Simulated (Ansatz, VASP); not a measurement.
# Si2Ni (NiSi2 strained to the junction's net): VASP beside Ansatz, part 2 of 2

One calculation is typed for both programs; each brings its own data sets. How far apart do they land? Of the first pair: The structure shown is the start of the Ansatz relaxation below; VASP solves that cell, so the two are compared at the walk's first step.

VASP 6.6.1 and Ansatz 0.2.0.

So far. Step 4 (Comparison): The forces differ by 0.3 meV/Å r.m.s.; no other quantity is compared for this pair.

## Step 5: Ansatz: relaxation, PBE

Level of this step: Ansatz beside VASP: Kohn-Sham DFT, plane waves, PBE (Ansatz).

This run makes the geometry at which the two programs are then compared. The cell compared in this pair holds 121.17 Å³, against 120.09 Å³ for the pair before.

The structure compared here is the end of the Ansatz relaxation.

File input.yaml:

```yaml
crystal:
  lattice:
    - [3.84, 0.0, 0.0]
    - [-1.92, 3.3255375505, 0.0]
    - [0.0, 0.0, 9.4043325761]
  atoms:
    - { symbol: Si, position: [0.0, 0.0, 0.0] }
    - { symbol: Ni, position: [0.6666666667, 0.3333333333, 0.0833333333] }
    - { symbol: Si, position: [0.3333333333, 0.6666666667, 0.1666666667] }
    - { symbol: Si, position: [0.6666666667, 0.3333333333, 0.3333333333] }
    - { symbol: Ni, position: [0.3333333333, 0.6666666667, 0.4166666667] }
    - { symbol: Si, position: [0.0, 0.0, 0.5] }
    - { symbol: Si, position: [0.3333333333, 0.6666666667, 0.6666666667] }
    - { symbol: Ni, position: [0.0, 0.0, 0.75] }
    - { symbol: Si, position: [0.6666666667, 0.3333333333, 0.8333333333] }
kpoints:
  mp_grid: { grid: [12, 12, 3] }
scf:
  occupations: { method: fermi_dirac, width: 0.1 }
  max_iter: 150
hamiltonian:
  xc: pbe
relax:
  f_tol: 0.01
  max_steps: 40
  cell: { fix: [a, b, angles] }
```

Command:

```
$ ansatz run input.yaml --threads 8 --pin off --max-ram 24576MiB --backend cpu --events-out ev --progress --plain --runs-dir out
```

Numbers of over 12 decimals in the logs are rounded to 6 here.

What it wrote:

```text
[...]
Crystal: 9 atoms, lattice volume = 120.094 Å³
Basis set: ecut = 420 eV, 2287 PW (Γ), exchange–correlation on 54×54×128 points (8 copies of the dense FFT grid, shifted against one another)
Bands: 48, of which v1, the nominal top of the filled ones, is band 39 counted from 1 (38 counted from 0)
Symmetry: 36 space group operations
[...]
k-points: 50 of 432
[...]
- { symbol: Ni, position: [0.666667, 0.333333, 0.083333] }
    - { symbol: Si, position: [0.333333, 0.666667, 0.167702] }
    - { symbol: Si, position: [0.666667, 0.333333, 0.332298] }
    - { symbol: Ni, position: [0.333333, 0.666667, 0.416667] }
    - { symbol: Si, position: [0, 0, 0.501036] }
    - { symbol: Si, position: [0.333333, 0.666667, 0.665631] }
    - { symbol: Ni, position: [0, 0, 0.750000] }
    - { symbol: Si, position: [0.666667, 0.333333, 0.834369] }
[key lines of the parts left out:]
SCF converged after 6 iterations
Free energy (F): -21337.250077 eV
Fermi energy:    12.854142 eV
P = ⅓ Tr σ = -0.1177 GPa (-1.177 kbar)
```

## Step 6: VASP: single point, PBE, relaxed cell, pair 2

The same cell, functional, mesh and smearing now go to VASP, with its own data sets.

File INCAR:

```
SYSTEM = Si2Ni
PREC = Accurate
ENCUT = 600
EDIFF = 1E-06
NELM = 120
ISMEAR = -1
SIGMA = 0.1
LREAL = .FALSE.
ALGO = Normal
GGA = PE
NBANDS = 36
LASPH = .TRUE.
LORBIT = 11
LWAVE = .FALSE.
LCHARG = .FALSE.
ISIF = 2
GGA_COMPAT = .FALSE.
KPAR = 2
```

File POSCAR:

```
Si2Ni
1.0
    3.8400000000      0.0000000000      0.0000000000
   -1.9200000000      3.3255375505      0.0000000000
    0.0000000000      0.0000000000      9.4882413973
Si Ni
6 3
Direct
    0.0000000000      0.0000000000      0.9989641688
    0.3333333333      0.6666666667      0.1677024978
    0.6666666667      0.3333333333      0.3322975022
    0.0000000000      0.0000000000      0.5010358312
    0.3333333333      0.6666666667      0.6656308355
    0.6666666667      0.3333333333      0.8343691645
    0.6666666667      0.3333333333      0.0833333333
    0.3333333333      0.6666666667      0.4166666667
    0.0000000000      0.0000000000      0.7500000000
```

File KPOINTS:

```
Automatic mesh
0
Gamma
12 12 3
0 0 0
```

The projector-augmented-wave data sets are Si and Ni (PBE family, release 64).

Command:

```
$ mpirun -np 2 vasp_std
```

What it wrote:

```text
[... set-up lines as in an earlier step ...]
 entering main loop
       N       E                     dE             d eps       ncg     rms          rms(c)
DAV:   1     0.354756496294E+03    0.35476E+03   -0.24910E+04  3600   0.174E+03
DAV:   2    -0.250874730753E+02   -0.37984E+03   -0.36579E+03  3600   0.368E+02
DAV:   3    -0.568242400825E+02   -0.31737E+02   -0.30489E+02  4224   0.118E+02
DAV:   4    -0.581297581192E+02   -0.13055E+01   -0.12923E+01  4492   0.218E+01
[...]
DAV:  13    -0.521458070014E+02    0.71266E-04   -0.53377E-04  4688   0.370E-01    0.251E-02
DAV:  14    -0.521458133723E+02   -0.63709E-05   -0.59861E-05  4596   0.690E-02    0.256E-02
DAV:  15    -0.521458137739E+02   -0.40160E-06   -0.36218E-06  3864   0.125E-02
   1 F= -.52145814E+02 E0= -.52101350E+02  d E =-.889268E-01
```

Parts of OUTCAR (step 6):

```text
  Total       -0.1700040     -0.1700040     -0.0081393      0.0000000     -0.0000000      0.0000000
  in kB       -2.2479720     -2.2479720     -0.1076261      0.0000000     -0.0000000      0.0000000
  external PRESSURE =      -1.5345233 kB  Pullay stress =       0.0000000 kB

 POSITION                                       TOTAL-FORCE (eV/Angst)
 -----------------------------------------------------------------------------------
      0.00000      0.00000      9.47841        -0.000000     -0.000000     -0.003588
     -0.00000      2.21703      1.59120         0.000000      0.000000      0.003588
      1.92000      1.10851      3.15292         0.000000     -0.000000     -0.003588
      0.00000      0.00000      4.75395         0.000000      0.000000      0.003588
     -0.00000      2.21703      6.31567        -0.000000     -0.000000     -0.003588
      1.92000      1.10851      7.91670        -0.000000      0.000000      0.003588
      1.92000      1.10851      0.79069         0.000000      0.000000     -0.000000
     -0.00000      2.21703      3.95343         0.000000      0.000000     -0.000000
      0.00000      0.00000      7.11618        -0.000000      0.000000     -0.000000
 -----------------------------------------------------------------------------------
    total drift:                                0.000000      0.000000     -0.000000

  FREE ENERGIE OF THE ION-ELECTRON SYSTEM (eV)
  ---------------------------------------------------
  free  energy   TOTEN  =       -52.1458137739 eV

  energy  without entropy=      -52.0568869282  energy(sigma->0) =      -52.10135035

[... 1 part as in an earlier step ...]

[... 2 further parts left out ...]
[key lines of the parts left out:]
E-fermi :  10.0749
```

The run ends at a pressure of -0.15 GPa, with forces up to 0.0036 eV/Å.

## Step 7: Differences

What differs besides the data sets and the points named for the pairs above, as far as they apply: the data sets hold 78 valence electrons in Ansatz (on its default PAW (the set named soft_2) files) and 54 in VASP; the cutoff is 420 eV in Ansatz and 600 eV in VASP; Ansatz's pressure holds a Pulay correction, VASP's none. Total energies have different zeros and are not compared.

Both answers:

```tsv
quantity	Ansatz	VASP	difference
pressure (GPa)	-0.12	-0.15	+0.04
```

## Step 8: Summary of results

```
r.m.s. force difference (single point, PBE, start cell, pair 1)  : 0.3 meV/Å
difference in pressure (single point, PBE, relaxed cell, pair 2) : 0.036 GPa
```

In words: The difference in pressure is 0.036 GPa (single point, PBE, relaxed cell, pair 2), within the 1 GPa picked in this series as the mark of a large difference. The data sets hold unlike numbers of valence electrons (78 in Ansatz and 54 in VASP), so part of the differences comes from the potentials. How closely two codes agree says nothing of how well the functional describes the real material.

[Lines on the potential files, build, host, timing and source positions are cut from VASP's logs without a mark.]

[Logs are printed without paths, hosts, clocks, repeated set-up lines and the standing remarks that a program may print on its own settings, such as how far it seeks lower states.]

[Hosts, paths, dates, database ids (printed as entryN), source tags and the programs' standing remarks are cut or masked in the printed files.]
